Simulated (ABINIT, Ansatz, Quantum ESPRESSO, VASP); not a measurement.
# One structure in several programs: BiSb (P1, 2 atoms in the cell)

Self-consistent single point, at a second geometry (lattice scaled by 0.98). First geometry:

```
BiSb
1.0
    2.22629     1.28535     3.97515
   -2.22629     1.28535     3.97515
    0.00000    -2.57070     3.97515
Sb Bi
1 1
Direct
  0.75034   0.79988   0.77507
  0.24965   0.20011   0.22492
```

Shared settings, as Ansatz (a first-principles code) writes them: kpoints.mp_grid.grid = 6 6 6; scf.occupations.method = gaussian; scf.occupations.width = 0.272 eV. Potentials and cutoffs stand in the table.

```json
[
 {"code": "ABINIT", "model": "LDA (PW92), norm-conserving pseudopotentials (PseudoDojo nc-sr-04 LDA standard)", "ΔF from the first geometry (meV/atom)": "23.3", "pressure (GPa)": "3.71", "largest force (eV/Å)": "1.996", "cutoff": "42 Ha"},
 {"code": "Ansatz", "model": "LDA (PW92), PAW files made with PBE", "ΔF from the first geometry (meV/atom)": "24.0", "pressure (GPa)": "3.77", "largest force (eV/Å)": "1.996", "cutoff": "default"},
 {"code": "Quantum ESPRESSO", "model": "LDA (PZ), PSlibrary PAW (LDA) pseudopotentials", "ΔF from the first geometry (meV/atom)": "24.4", "pressure (GPa)": "3.52", "largest force (eV/Å)": "2.033", "cutoff": "50 Ry"},
 {"code": "VASP", "model": "LDA (PZ), VASP's LDA PAW potentials (set 64)", "ΔF from the first geometry (meV/atom)": "26.6", "pressure (GPa)": "3.71", "largest force (eV/Å)": "2.055", "cutoff": "300 eV"}
]
```

No clean gap comes from ABINIT, Ansatz, Quantum ESPRESSO and VASP: levels at the Fermi energy touch, overlap or are partly filled at this smearing.

On Ansatz's run: spin-orbit coupling is off.

The spread over the programs that give each value: ΔF from the first geometry within 3.3 meV/atom; pressure within 0.25 GPa; largest force within 0.059 eV/Å.

Ansatz's pressure is given at a fixed set of plane waves, as the other plane-wave codes print theirs. The same LDA comes in different parametrisations, which differ slightly.

VASP's run is marked for a possible Pulay error in its stress at this cutoff; no cutoff test was made.

The starting cell comes from a database of computed structures (which also holds hypothetical and non-ambient phases and stackings), without a prior relaxation at this level. Its atoms were displaced at random from the sites of space group no. 160. For this run, on top of that: lattice scaled by 0.98.

Left out of this page: GPAW, CP2K, Elk, FLEUR and SIESTA (not drawn, or without a comparable value).

Keys are those of Ansatz 0.2.
